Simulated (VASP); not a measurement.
**Zr on the Cu site in a supercell of Cu**

Aim: the formation energy and local structure of Zr on the Cu site in Cu.

Method: PBEsol; plane waves and PAW (Cu), in the first sound run; inputs show where later runs differ, in VASP 6.6.1.

## (1) The host crystal

The structure is cubic, space group Fm-3m (No. 225). The conventional cell has a = 3.610 Å, b = 3.610 Å, c = 3.610 Å, α = 90.00°, β = 90.00°, γ = 90.00°. Nearest to Cu lie 12 Cu at 2.55 Å.

As a file:

```cif
data_structure
_symmetry_space_group_name_H-M 'P 1'
_symmetry_Int_Tables_number 1
_cell_length_a 2.5527
_cell_length_b 2.5527
_cell_length_c 2.5527
_cell_angle_alpha 60.000
_cell_angle_beta 60.000
_cell_angle_gamma 60.000
_cell_volume 11.76
loop_
_atom_site_label
_atom_site_type_symbol
_atom_site_fract_x
_atom_site_fract_y
_atom_site_fract_z
_atom_site_occupancy
Cu1 Cu 0.00000 0.00000 0.00000 1
```

## (2) Relaxing the host crystal

First cell and atoms are relaxed at a raised cutoff, so that later runs start from this functional's own cell.

Contents of INCAR:

```
SYSTEM = Cu
PREC = Accurate
ENCUT = 390
EDIFF = 1E-06
NELM = 120
ISMEAR = 1
SIGMA = 0.15
LREAL = .FALSE.
ALGO = Normal
GGA = PS
NBANDS = 11
LASPH = .TRUE.
LORBIT = 11
LWAVE = .FALSE.
LCHARG = .FALSE.
KPAR = 4
IBRION = 2
NSW = 40
ISIF = 3
EDIFFG = -0.02
POTIM = 0.4
```

Contents of POSCAR:

```
Cu
1.0
    0.0000000000      1.8050000000      1.8050000000
    1.8050000000      0.0000000000      1.8050000000
    1.8050000000      1.8050000000      0.0000000000
Cu
1
Direct
    0.0000000000      0.0000000000      0.0000000000
```

Contents of KPOINTS:

```
Automatic mesh
0
Gamma
16 16 16
0 0 0
```

PAW data sets: Cu (PBE family, release 64).

The run is started by

```console
mpirun -np 4 vasp_std
```

The program printed:

```text
[banner, memory and clock lines left out]
running    4 mpi-ranks, on    1 nodes
 distrk:  each k-point on    1 cores,    4 groups
 distr:  one band on    1 cores,    1 groups

 POSCAR found type information on POSCAR Cu
 POSCAR found :  1 types and       1 ions
|                                                                             |
|               ----> ADVICE to this user running VASP <----                  |
|                                                                             |
|     You enforced a specific xc type in the INCAR file but a different       |
|     [... a line on the potential file left out ...]
|     I HOPE YOU KNOW WHAT YOU ARE DOING!                                     |
|                                                                             |

 LDA part: xc-table for (Slater+PW92), standard interpolation
 POSCAR, INCAR and KPOINTS ok, starting setup
 FFT: planning ... GRIDC
 FFT: planning ... GRID_SOFT
 FFT: planning ... GRID
 WAVECAR not read
 entering main loop
       N       E                     dE             d eps       ncg     rms          rms(c)
DAV:   1     0.340804578444E+02    0.34080E+02   -0.45942E+03  3505   0.136E+03
DAV:   2    -0.458405292474E+01   -0.38665E+02   -0.35831E+02  3259   0.181E+02
DAV:   3    -0.537868416631E+01   -0.79463E+00   -0.78943E+00  3616   0.325E+01
DAV:   4    -0.538322006424E+01   -0.45359E-02   -0.45355E-02  3553   0.215E+00
DAV:   5    -0.538326872071E+01   -0.48656E-04   -0.48655E-04  3603   0.226E-01    0.837E+00
DAV:   6    -0.476963436675E+01    0.61363E+00   -0.18426E+01  3687   0.856E+01    0.439E+00
DAV:   7    -0.431667086356E+01    0.45296E+00   -0.28701E+00  3685   0.336E+01    0.541E-01
DAV:   8    -0.430563215936E+01    0.11039E-01   -0.69486E-03  3722   0.152E+00    0.350E-01
DAV:   9    -0.430343679124E+01    0.21954E-02   -0.13111E-02  3716   0.206E+00    0.280E-02
DAV:  10    -0.430344009434E+01   -0.33031E-05   -0.53386E-05  4698   0.131E-01    0.616E-03
DAV:  11    -0.430344127195E+01   -0.11776E-05   -0.50775E-07  2325   0.137E-02    0.486E-04
DAV:  12    -0.430344125214E+01    0.19805E-07   -0.62199E-08  1802   0.299E-03
   1 F= -.43034413E+01 E0= -.43034364E+01  d E =-.430344E+01
 curvature:   0.00 expect dE= 0.000E+00 dE for cont linesearch  0.000E+00
 trial: gam= 0.00000 g(F)=  0.211E-62 g(S)=  0.210E-01 ort = 0.000E+00 (trialstep = 0.100E+01)
 search vector abs. value=  0.210E-01
 bond charge predicted
       N       E                     dE             d eps       ncg     rms          rms(c)
DAV:   1    -0.491650806819E+01   -0.61307E+00   -0.97449E+00  3736   0.663E+01    0.659E+00
DAV:   2    -0.454139767088E+01    0.37511E+00   -0.89455E+00  3643   0.594E+01    0.276E+00
DAV:   3    -0.432518456015E+01    0.21621E+00   -0.13486E+00  3658   0.233E+01    0.815E-01
DAV:   4    -0.431172759411E+01    0.13457E-01   -0.10006E-02  3573   0.127E+00    0.114E-01
DAV:   5    -0.431122721592E+01    0.50038E-03   -0.33058E-03  3722   0.117E+00    0.341E-02
DAV:   6    -0.431120975783E+01    0.17458E-04   -0.46737E-05  4501   0.115E-01    0.631E-03
DAV:   7    -0.431120844525E+01    0.13126E-05   -0.25587E-06  2145   0.278E-02    0.639E-04
DAV:   8    -0.431120855682E+01   -0.11157E-06   -0.93505E-08  1700   0.448E-03
   2 F= -.43112086E+01 E0= -.43112241E+01  d E =-.776730E-02
 trial-energy change:   -0.007767  1 .order   -0.007245   -0.020951    0.006461
 step:   0.7837(harm=  0.7643)  dis= 0.00000  next Energy=    -4.311902 (dE=-0.846E-02)
 bond charge predicted
       N       E                     dE             d eps       ncg     rms          rms(c)
DAV:   1    -0.433926920488E+01   -0.28061E-01   -0.46762E-01  3730   0.155E+01    0.136E+00
DAV:   2    -0.432052131583E+01    0.18748E-01   -0.35860E-01  3637   0.117E+01    0.520E-01
DAV:   3    -0.431265326114E+01    0.78681E-02   -0.54954E-02  3631   0.473E+00    0.194E-01
DAV:   4    -0.431189909827E+01    0.75416E-03   -0.10433E-03  3882   0.356E-01    0.108E-02
DAV:   5    -0.431190048102E+01   -0.13827E-05   -0.91588E-06  3708   0.453E-02    0.617E-03
DAV:   6    -0.431190073072E+01   -0.24970E-06   -0.14186E-06  2104   0.192E-02
   3 F= -.43119007E+01 E0= -.43119145E+01  d E =-.845948E-02
 curvature:  -0.38 expect dE=-0.667E-09 dE for cont linesearch -0.667E-09
 trial: gam=-0.00029 g(F)=  0.682E-63 g(S)=  0.176E-08 ort = 0.607E-05 (trialstep = 0.957E+00)
 search vector abs. value=  0.100E-09
 reached required accuracy - stopping structural energy minimisation
```

Run time: 8.2 s. Hardware: 4 MPI ranks of Intel Xeon Platinum 8259CL at 2.50GHz (Skylake/Cascade Lake), shared host; peak memory 0.45 GiB; 31 s of CPU time.

Lines that name or quote the potential files are left out of all logs, and their timing lines are given in words.

From OUTCAR (step 2):

```text
ion  position               nearest neighbor table
   1  0.000  0.000  0.000-

  LATTYP: Found a face centered cubic cell.
 ALAT       =     3.6100000000

 Subroutine GETGRP returns: Found 48 space group operations
 (whereof 48 operations were pure point group operations)

The static configuration has the point symmetry O_h .

 Found    145 irreducible k-points:

   k-points           NKPTS =    145   k-points in BZ     NKDIM =    145   number of bands    NBANDS=     11

   dimension x,y,z NGX =    16 NGY =   16 NGZ =   16
   dimension x,y,z NGXF=    32 NGYF=   32 NGZF=   32

   ENCUT  =  390.0 eV  28.66 Ry    5.35 a.u.   4.11  4.11  4.11*2*pi/ulx,y,z

   NELECT =      11.0000    total number of electrons

 k-points in reciprocal lattice and weights: Automatic mesh
   0.00000000  0.00000000  0.00000000       0.000
   0.06250000  0.00000000  0.00000000       0.002
   0.12500000  0.00000000  0.00000000       0.002
   0.18750000  0.00000000  0.00000000       0.002
   0.25000000  0.00000000  0.00000000       0.002
   0.31250000  0.00000000  0.00000000       0.002
   0.37500000  0.00000000  0.00000000       0.002
   0.43750000  0.00000000  0.00000000       0.002
   0.50000000  0.00000000  0.00000000       0.001
[...]
-0.31250000  0.50000000  0.18750000       0.003
  -0.25000000  0.50000000  0.25000000       0.001

 average (electrostatic) potential at core
       1 -63.1285

 E-fermi :   7.9007

 k-point     1 :       0.0000    0.0000    0.0000
  band No.  band energies     occupation
    ...
      2       4.7884      2.00000
      3       4.7884      2.00000
      4       4.7884      2.00000
      5       5.6776      2.00000
      6       5.6776      2.00000
      7      30.8702      0.00000
      8      33.8176      0.00000
      9      33.8177      0.00000
     10      33.8177      0.00000
     11      36.3373      0.00000

 k-point     2 :       0.0625    0.0000    0.0000
  band No.  band energies     occupation
    ...
      2       4.7556      2.00000
      3       4.8171      2.00000
      4       4.8171      2.00000
      5       5.6661      2.00000
      6       5.6661      2.00000
      7      30.0675      0.00000
      8      32.2079      0.00000
      9      33.3677      0.00000
     10      33.3677      0.00000
     11      36.9869      0.00000

 k-point     3 :       0.1250    0.0000    0.0000
  band No.  band energies     occupation
    ...
      2       4.6683      2.00000
      3       4.8881      2.00000
      4       4.8881      2.00000
      5       5.6453      2.00000
      6       5.6453      2.00000
      7      27.1908      0.00000
      8      31.5931      0.00000
      9      32.6012      0.00000
     10      32.6012      0.00000
     11      38.1945      0.00000

  Total       -0.0001232     -0.0001232     -0.0001232      0.0000000      0.0000000      0.0000000
  in kB       -0.0174512     -0.0174512     -0.0174512      0.0000000      0.0000000      0.0000000
  external PRESSURE =      -0.0174512 kB  Pullay stress =       0.0000000 kB

  energy-cutoff  :      390.00
  volume of cell :       11.31
      direct lattice vectors                 reciprocal lattice vectors
    -0.000000000  1.781776795  1.781776795    -0.280618763  0.280618763  0.280618763
     1.781776795  0.000000000  1.781776795     0.280618763 -0.280618763  0.280618763
     1.781776795  1.781776795  0.000000000     0.280618763  0.280618763 -0.280618763

 POSITION                                       TOTAL-FORCE (eV/Angst)
 -----------------------------------------------------------------------------------
      0.00000      0.00000      0.00000         0.000000      0.000000     -0.000000
 -----------------------------------------------------------------------------------
    total drift:                                0.000000      0.000000     -0.000000

  FREE ENERGIE OF THE ION-ELECTRON SYSTEM (eV)
  ---------------------------------------------------
  free  energy   TOTEN  =        -4.3119007307 eV

  energy  without entropy=       -4.3119421488  energy(sigma->0) =       -4.31191454

 reached required accuracy - stopping structural energy minimisation

 total charge
# of ion       s       p       d       tot
------------------------------------------
    1        0.466   0.417   9.171  10.054

[... 3 further parts left out ...]
```

CONTCAR:

```
Cu
   1.00000000000000
    -0.0000000000000000    1.7817767945382554    1.7817767945382554
     1.7817767945382554    0.0000000000000000    1.7817767945382554
     1.7817767945382554    1.7817767945382554    0.0000000000000000
  Cu
     1
Direct
     0.0000000000000000    0.0000000000000000    0.0000000000000000
```

This run has no spin polarisation. Its electron count is odd, so without a moment it is a metal by construction. The PAW data sets were made with PBE, which is usual practice but a small mismatch for other functionals. The run keeps the 48 symmetry operations of its start, so it cannot find a distortion of lower symmetry.

Relaxation path:

```
step  energy less that of the first step (eV)  largest force (eV/Å)  pressure (GPa)  volume (Å³)
   1                                   0.0000                0.0000           -5.79        11.76
   2                                  -0.0078                0.0000            1.88        11.19
   3                                  -0.0085                0.0000            0.00        11.31
```

```
conventional cell, symmetrised  before  after  change
                         a (Å)   3.610  3.564  -1.3 %
                         b (Å)   3.610  3.564  -1.3 %
                         c (Å)   3.610  3.564  -1.3 %
              volume (Å³/atom)   11.76  11.31  -3.8 %
```

The relaxed structure:

```xyz
1
Lattice="0.0000 1.7818 1.7818 1.7818 0.0000 1.7818 1.7818 1.7818 0.0000" Properties=species:S:1:pos:R:3 pbc="T T T"
Cu    0.0000    0.0000    0.0000
```

Numbers from this step:

```
electronic cycles                               : 26
electrons                                       : 11
free energy (TOTEN)                             : -4.312 eV
Fermi energy                                    : 7.901 eV
labelled metallic, from the levels on this mesh : yes
```

The run ended after 3 ionic steps, 0.008 eV below its first step, once forces and stress met EDIFFG = -0.02.

(Continued in part 2 of 4.)

[Lines on the potential files, build, host, timing and source positions are cut from VASP's logs without a mark.]

[Logs are printed without paths, hosts, clocks, repeated set-up lines and the standing remarks that a program may print on its own settings, such as how far it seeks lower states.]

[Hosts, paths, dates, database ids (printed as entryN), source tags and the programs' standing remarks are cut or masked in the printed files.]

[In band tables of VASP the shares of atoms and orbitals are scaled to a sum of 1 inside the atoms' spheres.]

[Runs that stopped without an error message from VASP are left out.]
